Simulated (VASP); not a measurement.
```xyz
8
Lattice="-0.0099 5.4803 5.5015 5.4803 -0.0099 5.5015 2.7352 2.7352 0.0000" Properties=species:S:1:pos:R:3 pbc="T T T"
Zn     2.7352     2.7352     0.0103
Zn     5.4600     2.7456     2.7514
Zn     2.7456     5.4600     2.7514
S      1.3676     1.3676     1.3783
S      4.1867     1.2837     4.0494
S      1.2837     4.1867     4.0494
S      4.1028     4.1028     7.0490
Hg     2.7352     2.7352     5.4686
```

Calculation: PBEsol GGA, VASP's PBE PAW potentials (set 64) (plane waves; VASP 6.6.1). Run with 400 eV cut-off, 4×4×8 Γ-centred mesh, tetrahedra with Blöchl corrections, potentials Zn S Hg.

The cores are frozen, which limits the accuracy of field gradients.

**Question.** Give the principal components of the electric field gradient (V/Å²) and the asymmetry η at each nucleus.

**Answer.** 
```csv
atom,Vxx,Vyy,Vzz,η
Zn1,6.3,3.3,-9.5,0.32
Zn2,-6.3,-3.6,9.9,0.28
Zn3,-6.3,-3.6,9.9,0.28
S4,-1.2,-0.2,1.5,0.69
S5,-8.1,-3.4,11.5,0.40
S6,-8.1,-3.4,11.5,0.40
S7,-6.0,-0.8,6.9,0.76
Hg8,-46.1,-2.1,48.2,0.91
```

The structure was generated: HgZn3S4 was put into an ordered model structure (Amm2), which need not be its known phase. It was relaxed first.
